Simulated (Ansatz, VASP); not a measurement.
## One calculation of SiPb2, two programs

```
Si Pb
1.0
     0.00000    3.55856    3.55856
     3.55856    0.00000    3.55856
     3.55856    3.55856    0.00000
Si Pb
1 2
Cartesian
  0.0000 0.0000 0.0000
  5.3378 5.3378 5.3378
  1.7793 1.7793 1.7793
```

Alike in both runs: functional PBE; k mesh 10 × 10 × 10; occupations fermi-dirac, width 0.15 eV; no spin polarisation.

Ansatz relaxed the structure, and its values are those at the end. VASP's run is a single point on that final structure, the one shown.

|  | VASP | Ansatz |
| --- | --- | --- |
| version | VASP 6.6.1 | Ansatz 0.2.0 |
| potentials or method | VASP PAW PBE potentials, release 64 (Si, Pb_d) | scalar-relativistic, plane waves, PAW |
| plane-wave cutoff (eV) | 520 | 420 |
| valence electrons in the cell | 32 | 32 |

VASP gave:

| Item | Value |
| --- | --- |
| gap on the k mesh at the Fermi level (eV) | none |
| pressure (GPa) | -0.1 |

Task: Which values does Ansatz return?

Result: gap on the k mesh at the Fermi level (eV): none; pressure (GPa): 0.0.

A gap of «none» marks a metal or a gap that the smearing closes. The functional is the same, so the differences come from potentials, cutoffs and numerics.

Spin-orbit coupling is left out, which matters for the levels of Pb.
